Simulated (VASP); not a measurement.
Data:

```
CELL_PARAMETERS angstrom
      3.67902     0.00000     0.00000
      0.00000     3.67902     0.00000
      0.00000     0.00000    16.22535
ATOMIC_POSITIONS crystal
  Sn 0.50000 0.00000 0.56858
  Sn 0.00000 0.50000 0.43142
  O  0.00000 0.00000 0.50000
  O  0.50000 0.50000 0.50000
```

Calculation: PBE GGA, VASP's PBE PAW potentials (set 64) (plane waves; VASP 6.6.1). Settings: 400 eV cut-off, 5×5×1 Γ-centred mesh, Gaussian smearing of 0.050 eV, potentials Sn_d O.

At this cut-off the stress carries a Pulay error, which pulls relaxed volumes low. The cell holds a wide vacuum, so values per volume refer to the whole cell.

Problem. Which forces act on the atoms, in eV/Å?

Solution. 
| atom | Fx | Fy | Fz |
|---|---|---|---|
| Sn1 | 0.000 | 0.000 | 2.666 |
| Sn2 | 0.000 | 0.000 | -2.666 |
| O3 | 0.000 | 0.000 | 0.000 |
| O4 | 0.000 | 0.000 | 0.000 |

Problem. Give the stress tensor in GPa (positive for a compressed cell).

Solution. 
```
4.15  0.00  0.00
0.00  4.15  0.00
0.00  0.00  3.37
```
The pressure is its mean diagonal, 3.89 GPa.

The cell is a sheet with vacuum, built from a generated structure.
